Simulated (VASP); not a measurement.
Input:

```
MnSi
1.0
    4.25216     0.00000     0.00000
    0.00000     4.25216     0.00000
    0.00000     0.00000     4.25216
Mn Si
4 4
Direct
  0.85889   0.64111   0.35889
  0.35889   0.85889   0.64111
  0.14111   0.14111   0.14111
  0.64111   0.35889   0.85889
  0.15328   0.34672   0.65328
  0.65328   0.15328   0.34672
  0.84672   0.84672   0.84672
  0.34672   0.65328   0.15328
```
Starting moments (μB, in the order of the record's atoms Mn Mn Mn Mn Si Si Si Si): 0.9 0.9 0.9 0.9 0.0 0.0 0.0 0.0.

These are PBEsol GGA, VASP's PBE PAW potentials (set 64) (plane waves; VASP) values and carry that method's errors. Numerical set-up: 500 eV cut-off, 7×7×7 Γ-centred mesh, first-order Methfessel-Paxton smearing of 0.10 eV, potentials Mn_pv Si.

The moments were started parallel, and other spin orders were not tried in this run.

Task: The ions, cell shape and volume at an external pressure of 45.0 GPa are relaxed. Predict the relaxed structure.

Result: 
```
MnSi
1.0
    4.25536     0.00000     0.00000
    0.00000     4.25536     0.00000
    0.00000     0.00000     4.25536
Mn Si
4 4
Cartesian
  3.65644   2.72661   1.52875
  1.52875   3.65644   2.72661
  0.59893   0.59893   0.59893
  2.72661   1.52875   3.65644
  0.65216   1.47552   2.77984
  2.77984   0.65216   1.47552
  3.60321   3.60321   3.60321
  1.47552   2.77984   0.65216
```
Space group P2_13 (198), at a tolerance of 0.03 Å. The cell ends with 1.83 μB, on the sites 0.47 0.47 0.47 0.47 -0.02 -0.02 -0.02 -0.02 μB.

Task: How do energy and volume change from the first to the last step?

Result: The energy (σ→0) changes by -6.2 meV/atom and the volume by +0.2 %, in 4 ionic steps.

The compound is MnSi in the B20 structure. This run relaxes it under an external pressure of 45 GPa. Symmetry was kept, so distortions that lower it aren't found.
